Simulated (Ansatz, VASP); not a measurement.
**InGe in two plane-wave programs**

Wanted: the spread between two codes on one cell, functional and k mesh. The cell is invented: As first built, before any earlier steps moved the atoms (in the runner's words): it takes the GeSb structure with some of its atoms replaced by other elements, volume scaled by an estimate. It may not be a known or stable phase. The cell is taken from a series of VASP runs on this material, whose earlier steps may have relaxed, scaled or displaced it; both programs get it as it stands.

Program: Ansatz 0.2.0. Level of theory: plane waves, with VASP 6.6.1 beside it; relaxation of cell and atoms at r2SCAN. Results are calculated unless marked as measured.

## (1) Starting point

It takes space group P4/mmm (No. 123, tetragonal). Conventional cell: a = 2.909 Å, b = 2.909 Å, c = 5.578 Å, α = 90.00°, β = 90.00°, γ = 90.00°. Nearest to In lie 2 Ge at 2.79 Å and 4 In at 2.91 Å. Nearest to Ge lie 2 In at 2.79 Å and 4 Ge at 2.91 Å. As first built, before any earlier steps moved the atoms (in the runner's words): sites of the GeSb structure (space group 123) filled with other elements, volume scaled by an estimate. Farther neighbours are not listed.

Structure file:

```xyz
2
Lattice="2.9093 0.0000 0.0000 0.0000 2.9093 0.0000 0.0000 0.0000 5.5781" Properties=species:S:1:pos:R:3 pbc="T T T"
In    0.0000    0.0000    2.7890
Ge    0.0000    0.0000    0.0000
```

## (2) VASP: relaxation of cell and atoms, r2SCAN

The relaxed volume is the usual yardstick between codes: its relative difference is about their pressure difference at one cell divided by the bulk modulus.

Lines of VASP's logs that name or quote its potential files are left out, and so is its time.

File INCAR:

```
SYSTEM = InGe
PREC = Accurate
ENCUT = 350
EDIFF = 1E-08
NELM = 120
ISMEAR = 1
SIGMA = 0.2
LREAL = .FALSE.
ALGO = Normal
METAGGA = R2SCAN
LASPH = .TRUE.
NBANDS = 9
LORBIT = 11
LWAVE = .FALSE.
LCHARG = .FALSE.
KPAR = 4
IBRION = 1
NSW = 30
ISIF = 3
EDIFFG = -0.002
POTIM = 0.4
```

File POSCAR:

```
InGe
1.0
    2.9092738129      0.0000000000      0.0000000000
    0.0000000000      2.9092738129      0.0000000000
    0.0000000000      0.0000000000      5.5780636580
In Ge
1 1
Direct
    0.0000000000      0.0000000000      0.5000000000
    0.0000000000      0.0000000000      0.0000000000
```

File KPOINTS:

```
Automatic mesh
0
Gamma
11 11 6
0 0 0
```

PAW data sets: In and Ge (PBE family, release 64).

Started as:

```bash
$ mpirun -np 4 vasp_std
```

Numbers of over 12 decimals in the logs are rounded to 6 here.

Log:

```text
[banner, memory and clock lines left out]
running    4 mpi-ranks, on    1 nodes
 distrk:  each k-point on    1 cores,    4 groups
 distr:  one band on    1 cores,    1 groups

 POSCAR found type information on POSCAR InGe
 POSCAR found :  2 types and       2 ions
|                                                                             |
|               ----> ADVICE to this user running VASP <----                  |
|                                                                             |
|     You enforced a specific xc type in the INCAR file but a different       |
|     [... a line on the potential file left out ...]
|     I HOPE YOU KNOW WHAT YOU ARE DOING!                                     |
|                                                                             |

 LDA part: xc-table for (None), standard interpolation
 POSCAR, INCAR and KPOINTS ok, starting setup
 FFT: planning ... GRIDC
 FFT: planning ... GRID_SOFT
 FFT: planning ... GRID
 WAVECAR not read
 entering main loop
       N       E                     dE             d eps       ncg     rms          rms(c)
DAV:   1    -0.224455672816E+02   -0.22446E+02   -0.21532E+03  1512   0.444E+02
DAV:   2    -0.359037021617E+02   -0.13458E+02   -0.13093E+02  2163   0.634E+01
DAV:   3    -0.362475923987E+02   -0.34389E+00   -0.34062E+00  1877   0.105E+01
DAV:   4    -0.362486578744E+02   -0.10655E-02   -0.10650E-02  1975   0.611E-01
DAV:   5    -0.362486596787E+02   -0.18043E-05   -0.18050E-05  1935   0.230E-02    0.306E+00
DAV:   6    -0.357835698153E+02    0.46509E+00   -0.30956E-01  1797   0.300E+00    0.200E+00
DAV:   7    -0.357861186474E+02   -0.25488E-02   -0.22145E-02  1758   0.945E-01    0.831E-01
DAV:   8    -0.357859040054E+02    0.21464E-03   -0.51121E-03  1697   0.480E-01    0.124E-01
DAV:   9    -0.357860782237E+02   -0.17422E-03   -0.37729E-04  1834   0.124E-01    0.654E-02
DAV:  10    -0.357861073273E+02   -0.29104E-04   -0.51081E-05  1728   0.470E-02    0.917E-03
DAV:  11    -0.357861096759E+02   -0.23486E-05   -0.39847E-06  1893   0.122E-02    0.184E-03
DAV:  12    -0.357861099611E+02   -0.28517E-06   -0.36343E-07  1832   0.347E-03    0.505E-04
DAV:  13    -0.357861101495E+02   -0.18837E-06   -0.63071E-08  1790   0.159E-03    0.268E-04
DAV:  14    -0.357861100893E+02    0.60180E-07   -0.28593E-09   895   0.356E-04    0.918E-05
DAV:  15    -0.357861100470E+02    0.42325E-07   -0.38849E-10   850   0.149E-04    0.576E-05
DAV:  16    -0.357861100502E+02   -0.32280E-08   -0.39371E-11   847   0.413E-05
   1 F= -.35786110E+02 E0= -.35784318E+02  d E =-.357861E+02
[...]
2 F= -.35807041E+02 E0= -.35807248E+02  d E =-.209312E-01
[...]
3 F= -.35812995E+02 E0= -.35813662E+02  d E =-.595347E-02
[...]
4 F= -.35813803E+02 E0= -.35814593E+02  d E =-.808552E-03
 BRION: g(F)=  0.140E-68 g(S)=  0.556E-05 retain N=  1 mean eig= 1.46
 eig:   1.460
 bond charge predicted
       N       E                     dE             d eps       ncg     rms          rms(c)
DAV:   1    -0.358138084721E+02   -0.51712E-05   -0.14227E-04  1732   0.556E-02    0.661E-03
DAV:   2    -0.358138079091E+02    0.56297E-06   -0.57127E-06  1652   0.132E-02    0.417E-03
DAV:   3    -0.358138077338E+02    0.17535E-06   -0.85533E-07  1727   0.469E-03    0.916E-04
DAV:   4    -0.358138078416E+02   -0.10782E-06   -0.93820E-08  1717   0.177E-03    0.437E-04
DAV:   5    -0.358138078628E+02   -0.21218E-07   -0.28226E-09   833   0.341E-04    0.209E-04
DAV:   6    -0.358138078803E+02   -0.17531E-07   -0.17077E-09   768   0.302E-04    0.275E-05
DAV:   7    -0.358138078764E+02    0.39807E-08   -0.81074E-11   762   0.692E-05
   5 F= -.35813808E+02 E0= -.35814588E+02  d E =-.457430E-05
 BRION: g(F)=  0.196E-68 g(S)=  0.597E-07 retain N=  2 mean eig= 2.45
 eig:   1.507  3.398
 reached required accuracy - stopping structural energy minimisation
```

Parts of OUTCAR (step 2):

```text
ion  position               nearest neighbor table
   1  0.000  0.000  0.500-   2 2.79   2 2.79
   2  0.000  0.000  0.000-   1 2.79   1 2.79

  LATTYP: Found a simple tetragonal cell.
 ALAT       =     2.9092738129
 C/A-ratio  =     1.9173388332

 Subroutine GETGRP returns: Found 16 space group operations
 (whereof 16 operations were pure point group operations)

The static configuration has the point symmetry D_4h.

 Found     84 irreducible k-points:

   k-points           NKPTS =     84   k-points in BZ     NKDIM =     84   number of bands    NBANDS=      9

   dimension x,y,z NGX =    18 NGY =   18 NGZ =   36
   dimension x,y,z NGXF=    36 NGYF=   36 NGZF=   72

   ENCUT  =  350.0 eV  25.72 Ry    5.07 a.u.   4.44  4.44  8.51*2*pi/ulx,y,z

   NELECT =       7.0000    total number of electrons

 k-points in reciprocal lattice and weights: Automatic mesh
   0.00000000  0.00000000  0.00000000       0.001
   0.09090909  0.00000000  0.00000000       0.006
   0.18181818  0.00000000  0.00000000       0.006
   0.27272727  0.00000000  0.00000000       0.006
   0.36363636  0.00000000  0.00000000       0.006
   0.45454545  0.00000000  0.00000000       0.006
   0.09090909  0.09090909  0.00000000       0.006
   0.18181818  0.09090909  0.00000000       0.011
   0.27272727  0.09090909  0.00000000       0.011
[...]
0.45454545  0.36363636  0.50000000       0.011
   0.45454545  0.45454545  0.50000000       0.006

 average (electrostatic) potential at core
       1 -41.8119       2 -36.3374

 E-fermi :   4.2821

 k-point     1 :       0.0000    0.0000    0.0000
  band No.  band energies     occupation
      1      -7.3508      2.00000
      2      -2.9715      2.00000
      3      -0.3243      2.00000
      4      10.8546      0.00000
      5      10.8546      0.00000
      6      11.3456      0.00000
      7      14.4478      0.00000
      8      14.7322      0.00000
    ...

 k-point     2 :       0.0909    0.0000    0.0000
  band No.  band energies     occupation
      1      -7.1975      2.00000
      2      -2.8142      2.00000
      3      -0.1665      2.00000
      4       9.1094      0.00000
      5      10.9948      0.00000
      6      11.4996      0.00000
      7      13.7551      0.00000
      8      14.8400      0.00000
    ...

 k-point     3 :       0.1818    0.0000    0.0000
  band No.  band energies     occupation
      1      -6.7404      2.00000
      2      -2.3381      2.00000
      3       0.2923      2.00000
      4       6.4091     -0.00000
      5      10.9947      0.00000
      6      11.3996      0.00000
      7      11.8853      0.00000
      8      14.3492      0.00000
    ...

  Total       -0.0011168     -0.0011168      0.0007749      0.0000000      0.0000000     -0.0000000
  in kB       -0.0377220     -0.0377220      0.0261735      0.0000000      0.0000000     -0.0000000
  external PRESSURE =      -0.0164235 kB  Pullay stress =       0.0000000 kB

  energy-cutoff  :      350.00
  volume of cell :       47.43
      direct lattice vectors                 reciprocal lattice vectors
     2.867094215 -0.000000000 -0.000000000     0.348785190  0.000000000  0.000000000
     0.000000000  2.867094215 -0.000000000     0.000000000  0.348785190 -0.000000000
    -0.000000000  0.000000000  5.770235498     0.000000000  0.000000000  0.173303152

 POSITION                                       TOTAL-FORCE (eV/Angst)
 -----------------------------------------------------------------------------------
     -0.00000      0.00000      2.88512         0.000000     -0.000000      0.000000
     -0.00000      0.00000      0.00000        -0.000000      0.000000      0.000000
 -----------------------------------------------------------------------------------
    total drift:                                0.000000      0.000000     -0.000000

  FREE ENERGIE OF THE ION-ELECTRON SYSTEM (eV)
  ---------------------------------------------------
  free  energy   TOTEN  =       -35.8138078764 eV

  energy  without entropy=      -35.8161487281  energy(sigma->0) =      -35.81458816

 reached required accuracy - stopping structural energy minimisation

 total charge
# of ion       s       p       d       tot
------------------------------------------
    1        1.300   1.247   0.131   2.679
    2        1.227   0.974   0.037   2.238
--------------------------------------------------
tot          2.527   2.221   0.169   4.917

[... 3 further parts left out ...]
```

CONTCAR:

```
InGe
   1.00000000000000
     2.8670942147864902   -0.0000000000000000   -0.0000000000000000
     0.0000000000000000    2.8670942147864902   -0.0000000000000000
    -0.0000000000000000    0.0000000000000000    5.7702354984350679
  In              Ge
     1     1
Direct
     0.0000000000000000   -0.0000000000000000    0.5000000000000000
    -0.0000000000000000    0.0000000000000000    0.0000000000000000
```

This run has no spin polarisation. Its electron count is odd, so without a moment it is a metal by construction. The data sets In and Ge keep the semicore shell frozen, which is cheaper and a little less accurate. The run keeps the 16 symmetry operations of its start, so it cannot find a distortion of lower symmetry.

## (3) Ansatz: relaxation of cell and atoms, r2SCAN

Ansatz runs on its default PAW (the set named soft_2) files.

The same cell, functional, mesh and smearing now go to Ansatz, which takes its cutoff from its data sets.

File input.yaml:

```yaml
crystal:
  lattice:
    - [2.9092738129, 0.0, 0.0]
    - [0.0, 2.9092738129, 0.0]
    - [0.0, 0.0, 5.578063658]
  atoms:
    - { symbol: In, position: [0.0, 0.0, 0.5] }
    - { symbol: Ge, position: [0.0, 0.0, 0.0] }
hamiltonian:
  xc: r2scan
  pseudopotentials: { kind: paw }
kpoints:
  mp_grid: { grid: [11, 11, 6] }
scf:
  occupations: { method: methfessel_paxton, width: 0.2 }
relax:
  f_tol: 0.01
  max_steps: 60
  cell: { stress_tol: 0.05 }
output:
  forces: true
  stress: true
```

Started as:

```bash
$ ansatz run input.yaml --threads 4 --pin off --max-ram 9216MiB --backend cpu --events-out ev --progress --plain --runs-dir out
```

Log:

```text
Engine: ansatz 0.2.0, aarch64-unknown-linux-gnu
Pseudopotentials: kind: paw
Pseudopotential: In, paw, valence charge 13, recommended cutoff 500 eV (meta_gga), In.paw.azcp
Pseudopotential: Ge, paw, valence charge 14, recommended cutoff 500 eV (meta_gga), Ge.paw.azcp
Functional definition: r2SCAN
  parameter k0 = 0.174
  parameter k1 = 0.065
  parameter a1 = 4.9479
  exchange = r2scan_x(k0 = k0, k1 = k1, a1 = a1)
  correlation = r2scan_c
Crystal: 2 atoms, lattice volume = 47.212 Å³
Basis set: ecut = 500 eV, 1213 PW (Γ), exchange–correlation on 96×96×180 points (64 copies of the dense FFT grid, shifted against one another)
Bands: 18, of which v1, the nominal top of the filled ones, is band 14 counted from 1 (13 counted from 0)
Symmetry: 16 space group operations
Space group: P4/mmm (ITA 123), of the structure as read, at distance tolerance 3.6e-5 Å
k-points: 84 of 726
Non-local potential: In, projectors of the file, l = 0: 2, l = 1: 2, l = 2: 2, l = 3: 2
Non-local potential: Ge, projectors of the file, l = 0: 2, l = 1: 2, l = 2: 3, l = 3: 1
PAW form: soft (Blöchl's): semilocal exchange-correlation on the pseudo side does not see the compensation charge
PAW frozen core: In, regenerated for the run's functional (the file was generated under x = pbe(κ = 0.804, μ = 0.219515), c = pbe(β = 0.066725))
PAW frozen core: Ge, regenerated for the run's functional (the file was generated under x = pbe(κ = 0.804, μ = 0.219515), c = pbe(β = 0.066725))
PAW one-centre angular grid: In, 590 points (default); XC on 289 of its mesh's 2783 points in the sphere
PAW one-centre angular grid: Ge, 590 points (default); XC on 160 Gauss nodes
Initial density: superposition of atomic densities (neutral atoms: chi_scale 0, normalization atom), corrected by the library's trained network
Initial wavefunctions: pseudopotential atomic-orbital guess
Functional: x = r2scan, c = r2scan; τ floored in thin density (d = 2e-4 eV/Å³)
SCF iter   1: F=—  HF=-9914.066552 eV  |F-HF|=—  |Δ(HF+E_count)|=         —  Δρ=7.14e-3  dr2=1.19e-2  dr2_τ=3.63e-3  ethr=1.77e-3  ⟨swp⟩=5.1  Hψ=7008  notcnv=0
preconditioner: auto → Kerker (q_TF=auto, 2.486 Å⁻¹)  [metal: Δε(μ)=0.036 eV  Ē_g=21.284 eV  σ=0.200 eV  W_gap=0.15  n_scr=16 (ndim 8)  ℏωp=28.1 eV  f_vac=0.000  D(μ)=1.83/eV (n_scr^D=16)]
SCF iter   2: F=—  HF=-9914.078420 eV  |F-HF|=—  |Δ(HF+E_count)|=   1.19e-2  S|Δr|=    0.00e0  Δρ=2.55e-3  dr2=1.71e-3  dr2_τ=7.86e-5  ethr=4.42e-5  ⟨swp⟩=2.0  Hψ=3373  notcnv=0  defer=4
SCF iter   3: F=—  HF=-9914.078379 eV  |F-HF|=—  |Δ(HF+E_count)|=   4.10e-5  S|Δr|=    0.00e0  Δρ=1.20e-3  dr2=4.33e-4  dr2_τ=9.85e-6  ethr=6.32e-6  ⟨swp⟩=2.5  Hψ=2624  notcnv=0  defer=4
SCF iter   4: F=—  HF=-9914.078420 eV  |F-HF|=—  |Δ(HF+E_count)|=   4.08e-5  S|Δr|=    0.00e0  Δρ=2.80e-4  dr2=3.79e-5  dr2_τ=3.32e-7  ethr=1.60e-6  ⟨swp⟩=2.5  Hψ=2181  notcnv=0  defer=4
SCF iter   5: F=—  HF=-9914.078445 eV  |F-HF|=—  |Δ(HF+E_count)|=   2.55e-5  S|Δr|=    0.00e0  Δρ=9.02e-5  dr2=4.08e-6  dr2_τ=2.56e-8  ethr=1.41e-7  ⟨swp⟩=2.4  Hψ=2094  notcnv=0  defer=4
SCF iter   6: F=—  HF=-9914.078449 eV  |F-HF|=—  |Δ(HF+E_count)|=   3.56e-6  S|Δr|=    0.00e0  Δρ=2.20e-5  dr2=2.42e-7  dr2_τ=5.72e-9  ethr=1.51e-8  ⟨swp⟩=2.4  Hψ=2491  notcnv=0  defer=4
SCF iter   7: F=-9914.078449 eV  HF=-9914.078449 eV  |F-HF|=4.35e-9  |Δ(HF+E_count)|=   2.82e-8  S|Δr|=    0.00e0  Δρ=5.17e-6  dr2=1.50e-8  dr2_τ=1.09e-10  ethr=3.70e-10  ⟨swp⟩=4.5  Hψ=5070  notcnv=0
SCF 1 converged in 7 iterations: F = -9914.078449 eV  dr2 = 1.50e-8
  greatest PAW one-centre occupation: 0.998 electrons in one spin orbital (limit 2), on the Ge atom at site 1 (counted from 0), in its partial waves of l = 2
relax step   1: F+E_penalty+E_count = -9914.07844873 eV  Δ(F+E_penalty+E_count) = +0.000e0 eV  max|allowed force component| = 8.012e-32 eV/Å  Δτ_max = 0.0000 Å  P = +0.494 GPa  Ω = 47.212 Å³  (7 SCF iters, dr2 threshold 1.00e-7 eV, accepted)
[...]
relax step   2: F+E_penalty+E_count = -9914.09788404 eV  Δ(F+E_penalty+E_count) = -1.944e-2 eV  max|allowed force component| = 3.328e-31 eV/Å  Δτ_max = 0.0000 Å  P = -0.098 GPa  Ω = 47.531 Å³  energy of the carried Pulay correction = -5.911e-5 eV  (7 SCF iters, dr2 threshold 2.00e-7 eV, accepted)
[...]
relax step   3: F+E_penalty+E_count = -9914.09487703 eV  Δ(F+E_penalty+E_count) = +3.007e-3 eV  max|allowed force component| = 4.437e-31 eV/Å  Δτ_max = 0.0000 Å  P = +0.769 GPa  Ω = 46.732 Å³  energy of the carried Pulay correction = +1.080e-4 eV  (6 SCF iters, dr2 threshold 2.00e-7 eV, rejected (line search))
[...]
relax step   4: F+E_penalty+E_count = -9914.10029394 eV  Δ(F+E_penalty+E_count) = -2.410e-3 eV  max|allowed force component| = 4.938e-29 eV/Å  Δτ_max = 0.0000 Å  P = -0.080 GPa  Ω = 47.468 Å³  energy of the carried Pulay correction = -4.422e-5 eV  (10 SCF iters, accepted)
[...]
relax step   5: F+E_penalty+E_count = -9914.10034196 eV  Δ(F+E_penalty+E_count) = -4.803e-5 eV  max|allowed force component| = 4.068e-31 eV/Å  Δτ_max = 0.0000 Å  P = +0.012 GPa  Ω = 47.386 Å³  energy of the carried Pulay correction = -2.758e-5 eV  (4 SCF iters, dr2 threshold 3.83e-8 eV, accepted)
[...]
relax step   6: F+E_penalty+E_count = -9914.10042580 eV  Δ(F+E_penalty+E_count) = -8.383e-5 eV  max|allowed force component| = 3.451e-31 eV/Å  Δτ_max = 0.0000 Å  P = +0.013 GPa  Ω = 47.386 Å³  stress off target by 2.25e-2 GPa  SCF on the basis re-selected at this cell (its energy is not comparable with the rows above)  (7 SCF iters)
basis re-selected at this cell: Δ(F+E_penalty+E_count) = -8.383e-5 eV, ΔP = +0.001 GPa vs the last step (what re-selecting the basis moved, of the pressure what is left beyond the Pulay correction that the steps carried, after the strain that the cell walked since its last selection, with what the two solves' SCF thresholds leave and, on support functions, any second-order correction that the steps lacked; it is no m [...]
SCF converged after 7 iterations
Stability not checked: this state was not tested for a lower state beside it, because cold or Methfessel-Paxton smearing, or corrected tetrahedra, fill the levels in a way that the test cannot read (fill_not_monotonic; see scf.lower_state_search)
Free energy (F): -9914.100426 eV
Harris-Foulkes:  -9914.100426 eV  (|F-HF|=1.82e-12)
Internal energy: -9914.103144 eV  (E = F + TS)
E sigma→0 (E₀):  -9914.101105 eV
Entropy (-TS):   0.002718 eV (1.359 meV/atom)
Fermi energy:    9.489006 eV
--- Per-component energies (eV) ---
  E_band       = -179.393472
  E_kinetic    = 351.738487
  E_local      = -3422.934277  (includes V_loc(G=0)·N_el)
  E_nonlocal   = 783.535216
  E_hartree    = 1450.645394
  E_xc         = -270.134182
  E_vxc        = -175.004478  (∫ρ·V_xc dr)
  E_paw        = -6213.379953  (= ΣΔE_a)
  E_vpaw       = -629.533680  (= ΣTr[D̂ρ^β])
  E_aug_tail   = 0.000022  (compensation charges beyond the density's cutoff)
  E_vtau       = 11.514441  (kinetic-family band-sum trace: ∫τ·v_τ [+ j·A + Jᵃ·Aᵃ] dr)
  E_ewald      = -2593.453631
  E_core_change = -0.120220  (= ΣΔE_core)
  E_smearing   = 0.002718  (= −TS)
  E_closure    = 0.000000  (closes the sum)
  Σ components = -9914.100426   (vs F -9914.100426, Δ=0.00e0)
--- Forces (eV/Å), atoms counted from 1 ---
  atom   1  In     0.00000000     0.00000000     0.00000000
  atom   2  Ge    -0.00000000    -0.00000000     0.00000000
  max |Σ_I F_I| component: 4.93e-31 eV/Å
--- Stress (GPa, compression-positive) ---
        0.007662       0.000000       0.000000
        0.000000       0.007662       0.000000
        0.000000       0.000000       0.022506
  P = ⅓ Tr σ = 0.0126 GPa (0.126 kbar)
--- Relaxed structure (5 steps of the walk, 4 accepted, 1 SCFs on fresh bases) ---
  F+E_penalty+E_count = -9914.10042580 eV   max|allowed force component| = 3.451e-31 eV/Å   (the final SCF, on the basis selected at the relaxed cell)
  cell:  # Å, volume = 47.3860 Å³
    - [2.870384, 0, 0.0]
    - [0, 2.870384, 0.0]
    - [0.0, 0.0, 5.751351]
  atoms:
    - { symbol: In, position: [0, 0, 0.500000] }
    - { symbol: Ge, position: [0, 0, 0.0] }
```

It took 12 s on 4 threads of Arm Neoverse V2, shared host; peak memory 0.53 GiB; 44 s of CPU time.

## (4) Side by side

Known differences besides the potentials themselves: VASP keeps PBE cores, Ansatz makes them for the functional; both relaxations stop at a tolerance, which leaves soft axes loose, and VASP keeps its plane-wave basis; the data sets hold 27 valence electrons in Ansatz (default PAW (the set named soft_2) files) and 7 in VASP; the cutoff is 500 eV in Ansatz and 350 eV in VASP; Ansatz adds a Pulay correction to the stress that steers its cell, VASP none. Total energies have different zeros and are not compared.

The two programs side by side:

| quantity | Ansatz | VASP | difference |
| --- | --- | --- | --- |
| volume (Å³) | 47.39 | 47.43 | -0.10 % |
| edge a after relaxation, in the typed setting (Å) | 2.870 | 2.867 | +0.12 % |
| edge c after relaxation, in the typed setting (Å) | 5.751 | 5.770 | -0.33 % |

The walks stopped with 0.01 GPa left in Ansatz and 0.00 GPa in VASP; each walk ends within a tolerance, so the volume difference is uncertain by about these residues over the bulk modulus, most in soft cells.

## (5) Summary of results

| Quantity | Value |
| --- | --- |
| difference in edge c after relaxation, in the typed setting (relaxation of cell and atoms, r2SCAN) | -0.33 % |

**Reading.** The difference in edge c after relaxation, in the typed setting is -0.33 % (relaxation of cell and atoms, r2SCAN), within the 1.2 % picked in this series as the mark of a large difference, as far as the stopping tolerances let one tell. Such differences can come from data sets, numerical settings and the points named under the comparisons, not from the functional's error against experiment.

[Lines on the potential files, build, host, timing and source positions are cut from VASP's logs without a mark.]

[Logs are printed without paths, hosts, clocks, repeated set-up lines and the standing remarks that a program may print on its own settings, such as how far it seeks lower states.]

[Hosts, paths, dates, database ids (printed as entryN), source tags and the programs' standing remarks are cut or masked in the printed files.]
